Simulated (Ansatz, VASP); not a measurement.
# BAs: VASP beside Ansatz, part 2 of 2

Wanted: the spread between two codes on one cell, functional and k mesh. The cell is taken from a series of runs on this material, whose earlier steps may have relaxed, scaled, displaced or heated it; both programs get it as it stands.

VASP 6.6.1 and Ansatz 0.2.0.

So far: Set-up; VASP: zone-centre phonons, LDA.

## (3) Ansatz: zone-centre phonons, LDA

Level of this step: Ansatz beside VASP: Kohn-Sham DFT, plane waves, LDA (Ansatz).

Ansatz runs on its default PAW (the set named soft_2) files.

The same cell, functional (in two slightly different forms) and mesh now go to Ansatz, which takes its cutoff from its data sets.

Input file input.yaml:

```yaml
crystal:
  lattice:
    - [0.0, 2.4003832802, 2.4003832802]
    - [2.4003832802, 0.0, 2.4003832802]
    - [2.4003832802, 2.4003832802, 0.0]
  atoms:
    - { symbol: B, position: [0.0, 0.0, 0.0] }
    - { symbol: As, position: [0.75, 0.75, 0.75] }
kpoints:
  mp_grid: { grid: [12, 12, 12] }
hamiltonian:
  xc: lda
scf:
  occupations: { method: fixed }
output:
  eigenvalues: true
phonons:
  method: dfpt
  qmesh: [3, 3, 3]
  temperatures: { t_max: 1000, t_step: 50 }
  qpath:
    path:
      - [[0.0, 0.0, 0.0], [-0.5, -0.5, 0.0], [-0.375, -0.375, 0.25]]
      - [[-0.375, 0.0, 0.375], [0.0, 0.0, 0.0], [0.0, 0.0, 0.5], [-0.5, -0.25, 0.25], [-0.5, -0.5, 0.0]]
    npoints: 10
```

Run with:

```sh
> ansatz run input.yaml --threads 8 --pin off --max-ram 16384MiB --backend cpu --events-out ev --progress --plain --runs-dir out
```

Numbers of over 12 decimals in the logs are rounded to 6 here.

The log of the run:

```text
Warning: phonons: the dynamical matrix that this run interpolates holds no multipole term above the dipole-dipole one, and a site of this crystal is no centre of inversion, so its interpolated transverse optical and acoustic branches and sound speeds can stay off near Gamma, and the density of states and the thermodynamics with them. What a run solves at a wave vector of phonons.qpoints, Gamma apart, where the deck admits one, is free of this, and under fd what a larger phonons.supercell samples
Engine: ansatz 0.2.0, x86_64-unknown-linux-gnu
Pseudopotentials: kind: paw
Pseudopotential: B, paw, valence charge 3, recommended cutoff 420 eV (normal), B.paw.azcp
Pseudopotential: As, paw, valence charge 15, recommended cutoff 420 eV (normal), As.paw.azcp
Functional definition: SPW92
  exchange = slater_x
  correlation = pw_c
Crystal: 2 atoms, lattice volume = 27.661 Å³
Basis set: ecut = 420 eV, 537 PW (Γ), exchange–correlation on 48×48×48 points (8 copies of the dense FFT grid, shifted against one another)
Bands: 13, of which v1, the nominal top of the filled ones, is band 9 counted from 1 (8 counted from 0)
Symmetry: 24 space group operations
k-points: 72 of 1728 (time reversal used)
Non-local potential: B, projectors of the file, l = 0: 2, l = 1: 2, l = 2: 1
Non-local potential: As, projectors of the file, l = 0: 2, l = 1: 2, l = 2: 3, l = 3: 1
PAW form: soft (Blöchl's): semilocal exchange-correlation on the pseudo side does not see the compensation charge
PAW frozen core: B, regenerated for the run's functional, and the local potential with it (the file was generated under x = pbe(κ = 0.804, μ = 0.219515), c = pbe(β = 0.066725))
PAW frozen core: As, regenerated for the run's functional, and the local potential with it (the file was generated under x = pbe(κ = 0.804, μ = 0.219515), c = pbe(β = 0.066725))
PAW one-centre angular grid: B, 110 points (default); XC on 64 Gauss nodes
PAW one-centre angular grid: As, 590 points (default); XC on 64 Gauss nodes
Initial density: superposition of atomic densities (neutral atoms: chi_scale 0, normalization atom), corrected by the library's trained network
Initial wavefunctions: pseudopotential atomic-orbital guess
Functional: x = slater, c = lda
SCF iter   1: F=—  HF=-4923.511865 eV  |F-HF|=—  |Δ(HF+E_count)|=         —  Δρ=7.09e-3  dr2=1.43e-2  ethr=1.77e-3  ⟨swp⟩=4.4  Hψ=4684  notcnv=0  defer=101
preconditioner: auto → none  [insulator: Δε(μ)=1.143 eV  Ē_g=12.232 eV  n_scr=8 (ndim 8)  ℏωp=20.0 eV  f_vac=0.001  ε∞_Penn≈3.7]
SCF iter   2: F=—  HF=-4923.507434 eV  |F-HF|=—  |Δ(HF+E_count)|=   4.43e-3  Δρ=2.20e-3  dr2=8.38e-4  ethr=7.92e-5  ⟨swp⟩=2.0  Hψ=1704  notcnv=0  defer=136
SCF iter   3: F=—  HF=-4923.507080 eV  |F-HF|=—  |Δ(HF+E_count)|=   3.54e-4  Δρ=1.07e-3  dr2=1.34e-4  ethr=4.66e-6  ⟨swp⟩=2.0  Hψ=1736  notcnv=0  defer=136
SCF iter   4: F=—  HF=-4923.507054 eV  |F-HF|=—  |Δ(HF+E_count)|=   2.52e-5  Δρ=3.49e-4  dr2=1.31e-5  ethr=7.47e-7  ⟨swp⟩=1.0  Hψ=936  notcnv=0  defer=35
SCF iter   5: F=—  HF=-4923.507052 eV  |F-HF|=—  |Δ(HF+E_count)|=   2.25e-6  Δρ=4.71e-5  dr2=2.61e-7  ethr=7.29e-8  ⟨swp⟩=2.0  Hψ=1579  notcnv=0
SCF iter   6: F=—  HF=-4923.507052 eV  |F-HF|=—  |Δ(HF+E_count)|=   3.98e-7  Δρ=4.19e-6  dr2=1.87e-9  ethr=1.45e-9  ⟨swp⟩=1.0  Hψ=936  notcnv=0
SCF iter   7: F=—  HF=-4923.507052 eV  |F-HF|=—  |Δ(HF+E_count)|=  7.27e-10  Δρ=2.70e-7  dr2=1.47e-11  ethr=1.04e-11  ⟨swp⟩=3.0  Hψ=1663  notcnv=0
SCF iter   8: F=-4923.507052 eV  HF=-4923.507052 eV  |F-HF|=0.00e0  |Δ(HF+E_count)|=  1.00e-11  Δρ=1.90e-8  dr2=4.58e-14  ethr=1.00e-12  ⟨swp⟩=5.5  Hψ=4019  notcnv=0
SCF 1 converged in 8 iterations: F = -4923.507052 eV  dr2 = 4.58e-14
  greatest PAW one-centre occupation: 0.999 electrons in one spin orbital (limit 2), on the As atom at site 1 (counted from 0), in its partial waves of l = 2
k-points: 280 of 1728 (irreducible under 4 space group operations, time reversal used)
Initial density: read from a saved state, or passed on in memory by an earlier SCF of this step, an earlier step, the calling program or the single point that the run made first
iter 1 solved again at ethr=6.65e-8 eV; its pass at ethr=3.10e-3 eV (dr2=1.20e-5 eV) is discarded
SCF iter   1: F=—  HF=-4923.507052 eV  |F-HF|=—  |Δ(HF+E_count)|=         —  Δρ=1.05e-7  dr2=2.80e-12  ethr=6.65e-8  ⟨swp⟩=2.3  Hψ=27134  notcnv=0  defer=525
eigensolver tolerance schedule: the retry pair's looser diagonalisation over-reported the residual by 4283656.03 of it (diagonalisation noise at an unbounded share of the residual, at the tolerance the schedule requests for it); recorded, not acted on — ethr = c·dr2/N_el stays at c = 1.0e-1
preconditioner: auto → none  [insulator: Δε(μ)=1.149 eV  Ē_g=12.221 eV  n_scr=8 (ndim 8)  ℏωp=20.0 eV  f_vac=0.001  ε∞_Penn≈3.7]
SCF iter   2: F=—  HF=-4923.507052 eV  |F-HF|=—  |Δ(HF+E_count)|=   8.09e-9  Δρ=9.61e-8  dr2=3.28e-12  ethr=1.00e-12  ⟨swp⟩=5.0  Hψ=14883  notcnv=0
SCF iter   3: F=-4923.507052 eV  HF=-4923.507052 eV  |F-HF|=1.82e-12  |Δ(HF+E_count)|=    0.00e0  Δρ=4.39e-8  dr2=5.25e-13  ethr=1.00e-12  ⟨swp⟩=1.0  Hψ=8400  notcnv=0
SCF 2 converged in 3 iterations: F = -4923.507052 eV  dr2 = 5.25e-13
NSCF: frozen V_eff on 1 k-points
DFPT response loops at Γ: preconditioner auto → none (the input reference at scf.mixing.eps_inf says where Resta's filter doesn't serve); β = 0.50; Broyden in place of MSR1
NSCF: frozen V_eff on 72 k-points
NSCF: frozen V_eff on 163 k-points
DFPT response loops at q = (0, 0, 0) (fractional): mixed as the last ones told, above
NSCF: frozen V_eff on 1872 k-points
DFPT response loops at q = (0, 0, 0.333333) (fractional): preconditioner auto → Resta (q_TF=auto, 2.540 Å⁻¹)  ε∞=7.2 (no band partly filled); β = 1.00, the filter's whole step (`scf.mixing.beta` (0.50) is not read by the response loops at its default; to damp them type it under 1.00, their step now; it binds the ground state too); Broyden in place of MSR1
NSCF: frozen V_eff on 1020 k-points
DFPT response loops at q = (0, 0.333333, 0.333333) (fractional): preconditioner auto → none (the input reference at scf.mixing.eps_inf says where Resta's filter doesn't serve); β = 0.50; Broyden in place of MSR1
NSCF: frozen V_eff on 1872 k-points
DFPT response loops at q = (0, 0.333333, -0.333333) (fractional): preconditioner auto → Resta (q_TF=auto, 2.540 Å⁻¹)  ε∞=7.2 (no band partly filled); β = 1.00, the filter's whole step (`scf.mixing.beta` (0.50) is not read by the response loops at its default; to damp them type it under 1.00, their step now; it binds the ground state too); Broyden in place of MSR1
SCF converged after 8 iterations
Free energy (F): -4923.507052 eV
Harris-Foulkes:  -4923.507052 eV  (|F-HF|=0.00e0)
Internal energy: -4923.507052 eV  (E = F + TS)
E sigma→0 (E₀):  -4923.507052 eV
Fermi energy:    10.605307 eV
--- Per-component energies (eV) ---
  E_band       = -219.796482
  E_kinetic    = 151.951077
  E_local      = -1716.074757  (includes V_loc(G=0)·N_el)
  E_nonlocal   = -652.030017
  E_hartree    = 946.364512
  E_xc         = -110.819930
  E_vxc        = -117.583683  (∫ρ·V_xc dr)
  E_paw        = -1827.787591  (= ΣΔE_a)
  E_vpaw       = 221.211866  (= ΣTr[D̂ρ^β])
  E_aug_tail   = 0.000007  (compensation charges beyond the density's cutoff)
  E_ewald      = -1717.231417
  E_core_change = 2.121064  (= ΣΔE_core)
  E_smearing   = -0.000000  (= −TS)
  E_closure    = 0.000000  (closes the sum)
  Σ components = -4923.507052   (vs F -4923.507052, Δ=0.00e0)
--- Band table (eV; the first three rows and the last of 72) ---
  k-point 0: bands = [... 5 lower, -4.6523, 10.6053, 10.6053, 10.6053, 13.8398, 13.8398, 13.8398, 15.0636]
  k-point 1: bands = [... 5 lower, -4.5401, 9.5769, 10.3910, 10.3910, 13.9480, 14.1218, 14.1218, 15.7228]
  k-point 2: bands = [... 5 lower, -4.2076, 7.6823, 9.9368, 9.9368, 13.7977, 14.7106, 14.7106, 17.0694]
  k-point 71: bands = [... 5 lower, -0.4616, 2.7484, 5.1985, 5.4919, 15.7995, 16.3771, 17.2784, 17.5601]
--- Phonons (Γ-DFPT): 2 representative perturbations + reference (Σ response iterations 6) ---
  ASR residual: 1.944e-5 → 0.000e0 eV/Å²; symmetrization residual: 6.917e-7 eV/Å²
  ASR residual per site (eV/Å²): 5.23e-6 1.94e-5
  Γ frequencies (cm⁻¹): 0.00 0.00 0.00 669.90 669.90 669.90
  Unit cell's response to a homogeneous field, on a k mesh of 12×12×12: 1 representative field direction (Σ response iterations 7)
  ε∞ (high-frequency dielectric tensor):
        9.809120     0.000000     0.000000
       -0.000000     9.809120     0.000000
        0.000000     0.000000     9.809120
  ε⁰ (static dielectric tensor): not given — the deck does not say what the cell's rigid motions are, and on a molecule in a box or a wire the rigid rotations would enter the sum over the modes at Γ. For a crystal or a slab, whose only rigid motions are the translations, set phonons.rigid_motions: translations.
  Born effective charges Z* (e; rows j = field, columns β = displacement):
    site 0:
        -0.41513   -0.00000    0.00000
         0.00000   -0.41513   -0.00000
        -0.00000   -0.00000   -0.41513
    site 1:
         0.41513    0.00000   -0.00000
        -0.00000    0.41513    0.00000
         0.00000    0.00000    0.41513
  Z* charge neutrality: 6.017e-6 e pre-enforcement
  k-mesh period / interband length: 40.7 Å / 2.76 Å = 14.75 at k = (0.0000, 0.0000, 0.0000), direct gap 3.234 eV — 14 or more, which is no proof of convergence
  optical modes at Γ without the LO–TO term, one row a degenerate level:
      ω (cm⁻¹)  modes    IR ((D/Å)²/amu)
        669.90      3             1.2626
  optical modes at Γ + LO–TO along q̂ = [1.0000, 0.0000, 0.0000]:
      ω (cm⁻¹)  modes    IR ((D/Å)²/amu)
        669.90      2             0.8417
        672.36      1             0.4209
  optical modes at Γ + LO–TO along q̂ = [0.0000, 1.0000, 0.0000]:
      ω (cm⁻¹)  modes    IR ((D/Å)²/amu)
        669.90      2             0.8417
        672.36      1             0.4209
  optical modes at Γ + LO–TO along q̂ = [0.0000, 0.0000, 1.0000]:
      ω (cm⁻¹)  modes    IR ((D/Å)²/amu)
        669.90      2             0.8417
        672.36      1             0.4209
--- Phonons (arbitrary-q DFPT): 4 irreducible q on the 3×3×3 mesh ---
  q = [0.0000, 0.0000, 0.0000] (star 1, of the zone-centre solve; hermiticity 8.87e-8, symmetrization 1.36e-12): -0.00 -0.00 0.00 669.90 669.90 669.90
  q = [0.0000, 0.0000, 0.3333] (star 8, 2 solved perturbations on 936 of 1728 k-point pairs; hermiticity 5.36e-8, symmetrization 4.07e-10): 128.17 128.17 258.95 646.02 646.02 676.52
  q = [0.0000, 0.3333, 0.3333] (star 6, 4 solved perturbations in 1608 linear systems a pass and spin channel, the states on 510 of 1728 k-point pairs; hermiticity 4.20e-8, symmetrization 1.36e-13): 173.71 173.71 268.75 613.35 613.35 697.72
  q = [0.0000, 0.3333, -0.3333] (star 12, 4 solved perturbations in 2892 linear systems a pass and spin channel, the states on 936 of 1728 k-point pairs; hermiticity 4.16e-8, symmetrization 2.14e-13): 181.42 253.38 259.88 601.98 612.68 678.87
  sum rule: each row above includes the acoustic sum rule's correction from the zone centre's row sums; it moved no ω² by more than (0.36 cm⁻¹)²
  mesh force constants: q→R imaginary residual 1.29e-16; ASR residual 1.944e-5 → 0.000e0 eV/Å²; symmetrization residual 1.421e-14 eV/Å²
  interpolated dispersion: 63 rows × 6 modes
  density of states and harmonic sums: on the 24×24×24 q-mesh, interpolated from the force constants of a 3×3×3 supercell (with the dipole–dipole term)
  largest difference from the sums on the solved wave vectors: F 1.91e-2 eV, S 2.87e-5 and C_V 9.55e-6 eV/K
  zero-point energy: 0.157126 eV/cell   skipped modes (ω ≤ 0): 3   left out of the sums: 3.62e-5 of the cell's modes: C_V's classical limit lies that fraction below 3 k_B per atom; for a crystal, a wire or a layer, F and S can be off by more, and a phonons.interpolated_qmesh denser along its periods is the remedy for the sampling
```

In the SCF lines HF is the Harris–Foulkes energy and dr2 the Hartree energy of the density residual, in eV; the loop may stop once dr2 is under the threshold and the program's other checks hold. Hψ counts applications of the Hamiltonian.

## (4) Side by side

Known differences besides the potentials themselves: the two LDA forms differ slightly; fixed occupations in Ansatz, narrow Gaussian smearing in VASP; VASP's run holds the zone centre alone; the data sets hold 18 valence electrons in Ansatz (on its default PAW (the set named soft_2) files) and 8 in VASP; the cutoff is 420 eV in Ansatz and 500 eV in VASP; VASP's log shows a relativistic correction to its local exchange, Ansatz's none. Total energies have different zeros and are not compared.

The two programs side by side:

```csv
quantity,Ansatz,VASP,difference
ε∞ xx,9.81,9.83,-0.21 %
ε∞ yy,9.81,9.83,-0.21 %
ε∞ zz,9.81,9.83,-0.21 %
Born charge of B1 (mean of the diagonal) (e),-0.42,-0.45,+0.04
Born charge of As2 (mean of the diagonal) (e),0.42,0.45,-0.04
optical mode 1 to 3 (cm⁻¹),669.9,674.5,-0.68 %
```

Modes are paired by rising frequency, not by their patterns, so a pair may set unlike modes beside each other; they are those without the splitting of longitudinal modes.

## (5) Results

| Property | Result |
| --- | --- |
| r.m.s. difference of the optical zone-centre modes, each program's sorted by frequency (zone-centre phonons, LDA) | 4.6 cm⁻¹ |
| difference in optical mode 1 to 3 (zone-centre phonons, LDA) | -0.7 % |

In words: The r.m.s. difference of the optical zone-centre modes, each program's sorted by frequency is 4.6 cm⁻¹ (zone-centre phonons, LDA). The data sets hold unlike numbers of valence electrons (18 in Ansatz and 8 in VASP), so part of the differences comes from the potentials. Among the rows given in per cent, the largest difference of the zone-centre phonons, LDA pair is in optical mode 1 to 3, -0.7 %. Such differences can come from data sets, numerical settings and the points named under the comparisons, not from the functional's error against experiment.

[Lines on the potential files, build, host, timing and source positions are cut from VASP's logs without a mark.]

[Logs are printed without paths, hosts, clocks, repeated set-up lines and the standing remarks that a program may print on its own settings, such as how far it seeks lower states.]

[Hosts, paths, dates, database ids (printed as entryN), source tags and the programs' standing remarks are cut or masked in the printed files.]
